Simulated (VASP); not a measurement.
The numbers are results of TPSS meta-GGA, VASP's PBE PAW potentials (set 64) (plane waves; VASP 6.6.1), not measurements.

VASP input:

**KPOINTS**
```
Automatic mesh
0
Gamma
11 11 9
0 0 0
```

**POSCAR**
```
TiB2
1
    1.5103582640    -2.6160172772    -0.0000000000
    1.5103582640     2.6160172772    -0.0000000000
    0.0000000000    -0.0000000000     3.1819276508
Ti B
1 2
Direct
  1.0000000000   0.0000000000   1.0000000000
  0.3333330000   0.6666670000   0.5000000000
  0.6666670000   0.3333330000   0.5000000000
```

### INCAR
```
SYSTEM = TiB2
PREC = Accurate; ENCUT = 520; LREAL = F
LASPH = T
EDIFF = 1E-6; NELM = 100; ALGO = Normal
LMAXMIX = 4; LMIXTAU = T
ISMEAR = 1; SIGMA = 0.1
METAGGA = TPSS
IBRION = 2; NSW = 60; ISIF = 3
EDIFFG = -0.02
LWAVE = F; LCHARG = F
```

POTCAR, in this order: Ti_sv B (PBE.64 set). Program: vasp_std.

The resulting files:

File OSZICAR:
```
       N       E                     dE             d eps       ncg     rms          rms(c)
DAV:   1     0.261230407253E+03    0.26123E+03   -0.34688E+06  2080   0.574E+06
DAV:   2    -0.264136984988E+02   -0.28764E+03   -0.27587E+03  3518   0.836E+02
DAV:   3    -0.137016493745E+03   -0.11060E+03   -0.13938E+03  4098   0.262E+02
DAV:   4    -0.542969721519E+03   -0.40595E+03   -0.52992E+03  3935   0.146E+02
DAV:   5    -0.559067382423E+03   -0.16098E+02   -0.54924E+03  3743   0.277E+02    0.211E+01
DAV:   6    -0.321865098668E+02    0.52688E+03   -0.50335E+02  2295   0.158E+02    0.549E+00
DAV:   7    -0.320823560830E+02    0.10415E+00   -0.34459E+01  2555   0.560E+01    0.439E+00
DAV:   8    -0.338760148607E+02   -0.17937E+01   -0.89608E+00  2370   0.298E+01    0.157E+00
DAV:   9    -0.339602600602E+02   -0.84245E-01   -0.18985E+00  3278   0.108E+01    0.231E+00
DAV:  10    -0.339627045781E+02   -0.24445E-02   -0.32401E-02  2275   0.166E+00    0.233E+00
DAV:  11    -0.339658867284E+02   -0.31822E-02   -0.10688E-03  2899   0.305E-01    0.238E+00
DAV:  12    -0.343286632687E+02   -0.36278E+00   -0.44333E-01  3227   0.565E+00    0.739E+00
DAV:  13    -0.339848645751E+02    0.34380E+00   -0.16179E+00  3155   0.123E+01    0.556E+00
DAV:  14    -0.339555204259E+02    0.29344E-01   -0.64599E-02  2465   0.260E+00    0.407E+00
DAV:  15    -0.339635484889E+02   -0.80281E-02   -0.79898E-03  2230   0.143E+00    0.239E+00
DAV:  16    -0.339621991866E+02    0.13493E-02   -0.86180E-03  2260   0.143E+00    0.634E-01
DAV:  17    -0.339640665852E+02   -0.18674E-02   -0.94006E-04  2756   0.345E-01    0.464E-01
DAV:  18    -0.339637389451E+02    0.32764E-03   -0.60838E-04  2195   0.386E-01    0.455E-02
DAV:  19    -0.339637871363E+02   -0.48191E-04   -0.29162E-05  2553   0.824E-02    0.500E-03
DAV:  20    -0.339637977906E+02   -0.10654E-04   -0.13836E-05  2934   0.538E-02    0.388E-02
DAV:  21    -0.339638002270E+02   -0.24363E-05   -0.33098E-06  1820   0.297E-02    0.608E-03
DAV:  22    -0.339638003276E+02   -0.10063E-06   -0.14099E-07  1070   0.526E-03
   1 F= -.33963800E+02 E0= -.33963575E+02  d E =-.339638E+02
       N       E                     dE             d eps       ncg     rms          rms(c)
DAV:   1    -0.340239926334E+02   -0.60192E-01   -0.14098E+00  2737   0.190E+01    0.245E+00
DAV:   2    -0.339531430370E+02    0.70850E-01   -0.32655E-01  2522   0.904E+00    0.645E-01
DAV:   3    -0.339608389827E+02   -0.76959E-02   -0.81619E-02  2746   0.289E+00    0.167E-01
DAV:   4    -0.339636609568E+02   -0.28220E-02   -0.23230E-02  2670   0.921E-01    0.246E-01
DAV:   5    -0.339650213766E+02   -0.13604E-02   -0.28824E-03  2230   0.647E-01    0.191E-01
DAV:   6    -0.339644211361E+02    0.60024E-03   -0.90748E-04  2480   0.322E-01    0.692E-02
DAV:   7    -0.339645626619E+02   -0.14153E-03   -0.10945E-04  2283   0.145E-01    0.323E-02
DAV:   8    -0.339645406303E+02    0.22032E-04   -0.32122E-05  2767   0.402E-02    0.960E-03
DAV:   9    -0.339645284298E+02    0.12200E-04   -0.33156E-05  2783   0.332E-02    0.588E-03
DAV:  10    -0.339645241035E+02    0.43263E-05   -0.14560E-06  1718   0.142E-02    0.592E-03
DAV:  11    -0.339645258885E+02   -0.17851E-05   -0.12940E-07  1065   0.527E-03    0.400E-03
DAV:  12    -0.339645220519E+02    0.38366E-05   -0.35096E-07  1060   0.780E-03    0.434E-04
DAV:  13    -0.339645229535E+02   -0.90156E-06   -0.82547E-08  1060   0.352E-03
   2 F= -.33964523E+02 E0= -.33964312E+02  d E =-.722626E-03
       N       E                     dE             d eps       ncg     rms          rms(c)
DAV:   1    -0.339774755615E+02   -0.12954E-01   -0.27999E-01  2658   0.841E+00    0.107E+00
DAV:   2    -0.339633494405E+02    0.14126E-01   -0.57844E-02  2472   0.390E+00    0.295E-01
DAV:   3    -0.339649991081E+02   -0.16497E-02   -0.15929E-02  2618   0.122E+00    0.746E-02
DAV:   4    -0.339656415700E+02   -0.64246E-03   -0.52035E-03  2700   0.425E-01    0.112E-01
DAV:   5    -0.339657780483E+02   -0.13648E-03   -0.18451E-04  2168   0.173E-01    0.278E-02
DAV:   6    -0.339658849638E+02   -0.10692E-03   -0.94216E-05  2155   0.118E-01    0.406E-02
DAV:   7    -0.339658659051E+02    0.19059E-04   -0.12713E-05  2208   0.487E-02    0.198E-02
DAV:   8    -0.339658627707E+02    0.31344E-05   -0.89232E-06  2368   0.234E-02    0.373E-03
DAV:   9    -0.339658688846E+02   -0.61138E-05   -0.71663E-06  2663   0.190E-02    0.401E-03
DAV:  10    -0.339658702723E+02   -0.13877E-05   -0.24806E-07  1060   0.714E-03    0.312E-03
DAV:  11    -0.339658698641E+02    0.40819E-06   -0.81695E-08  1055   0.318E-03
   3 F= -.33965870E+02 E0= -.33965651E+02  d E =-.206954E-02
       N       E                     dE             d eps       ncg     rms          rms(c)
DAV:   1    -0.339665019290E+02   -0.63166E-03   -0.24899E-02  2220   0.259E+00    0.163E-01
DAV:   2    -0.339661093014E+02    0.39263E-03   -0.17388E-03  2166   0.501E-01    0.883E-02
DAV:   3    -0.339660720877E+02    0.37214E-04   -0.15318E-04  2786   0.170E-01    0.399E-02
DAV:   4    -0.339660521449E+02    0.19943E-04   -0.83115E-05  2992   0.926E-02    0.100E-02
DAV:   5    -0.339660431079E+02    0.90370E-05   -0.23550E-05  2592   0.624E-02    0.539E-03
DAV:   6    -0.339660555298E+02   -0.12422E-04   -0.12702E-05  2111   0.460E-02    0.265E-03
DAV:   7    -0.339660527150E+02    0.28148E-05   -0.77065E-07  1135   0.118E-02    0.145E-03
DAV:   8    -0.339660531048E+02   -0.38979E-06   -0.57057E-08  1045   0.349E-03
   4 F= -.33966053E+02 E0= -.33965844E+02  d E =-.183241E-03
```

File OUTCAR:
```
------------------------ aborting loop because EDIFF is reached ----------------------------------------
  FORCE on cell =-STRESS in cart. coord.  units (eV):
  Direction    XX          YY          ZZ          XY          YZ          ZX
  --------------------------------------------------------------------------------------
  Total        0.0107577      0.0107577     -0.0105652      0.0000000      0.0000000     -0.0000000
  in kB        0.6789460      0.6789460     -0.6667935      0.0000000      0.0000000     -0.0000000
  external PRESSURE =       0.2303662 kB  Pullay stress =       0.0000000 kB
  volume of cell :       25.39
      direct lattice vectors                 reciprocal lattice vectors
     1.512454547 -2.619648146  0.000000000     0.330588447 -0.190865327 -0.000000000
     1.512454547  2.619648146  0.000000000     0.330588447  0.190865327 -0.000000000
     0.000000000 -0.000000000  3.203610240    -0.000000000  0.000000000  0.312147835
 POSITION                                       TOTAL-FORCE (eV/Angst)
 -----------------------------------------------------------------------------------
      0.00000     -0.00000      3.20361        -0.000000     -0.000000      0.000000
      1.51245      0.87322      1.60181        -0.000000      0.000000      0.000000
      1.51245     -0.87322      1.60181         0.000000     -0.000000     -0.000000
 -----------------------------------------------------------------------------------
    total drift:                                0.000000     -0.000000      0.000000
  FREE ENERGIE OF THE ION-ELECTRON SYSTEM (eV)
  ---------------------------------------------------
  free  energy   TOTEN  =       -33.9660531048 eV

  energy  without entropy=      -33.9654269974  energy(sigma->0) =      -33.96584440

 reached required accuracy - stopping structural energy minimisation
```
(Selected blocks of OUTCAR.)

File CONTCAR:
```
TiB2
   1.00000000000000
     1.5124545468590118   -2.6196481457279113    0.0000000000000000
     1.5124545468590118    2.6196481457279113    0.0000000000000000
     0.0000000000000000   -0.0000000000000000    3.2036102396796990
  Ti              B
     1     2
Direct
     0.0000000000000000    0.0000000000000000    1.0000000000000000
     0.3333330000000032    0.6666669999999968    0.5000000000000000
     0.6666669999999968    0.3333330000000032    0.5000000000000000
```

OUTCAR:
```
 val. band max:       10.1164189035   @ k =   0.1818   0.1818   0.1111

 cond. band min:      10.1265275339   @ k =   0.0909   0.0000   0.3333


 Fermi energy:        10.1217475074

 k-point     1 :       0.0000    0.0000    0.0000
  band No.  band energies     occupation
      1     -47.6976      2.00000
      2     -23.5947      2.00000
      3     -23.2866      2.00000
      4     -23.2866      2.00000
      5      -3.5753      2.00000
      6       7.4678      2.00000
      7       7.4678      2.00000
      8       7.8610      2.00000
      9       7.9544      2.00000
     10      12.1114     -0.00000
     11      12.1114     -0.00000
     12      13.9456      0.00000
     13      13.9456      0.00000

 k-point     2 :       0.0909    0.0000    0.0000
  band No.  band energies     occupation
      1     -47.6935      2.00000
      2     -23.5897      2.00000
      3     -23.3202      2.00000
      4     -23.2945      2.00000
      5      -3.4144      2.00000
      6       7.0035      2.00000
      7       7.4421      2.00000
      8       7.7307      2.00000
      9       8.0329      2.00000
     10      12.0635     -0.00000
     11      12.3894      0.00000
     12      13.3251      0.00000
     13      13.4329      0.00000

 k-point     3 :       0.1818    0.0000    0.0000
  band No.  band energies     occupation
      1     -47.6820      2.00000
      2     -23.5749      2.00000
      3     -23.4085      2.00000
      4     -23.3146      2.00000
      5      -2.9425      2.00000
      6       5.8469      2.00000
      7       7.3464      2.00000
      8       7.4512      2.00000
      9       8.1923      2.00000
     10      11.9378     -0.00000
     11      12.5307      0.00000
     12      12.8760      0.00000
     13      13.0426      0.00000

 k-point     4 :       0.2727   -0.0000    0.0000
  band No.  band energies     occupation
      1     -47.6668      2.00000
      2     -23.5556      2.00000
      3     -23.5221      2.00000
...
```

The compound is TiB2 in the AlB2 type structure. This run relaxes it. Symmetry was kept, so distortions that lower it aren't found. The start is the result of an earlier pass.
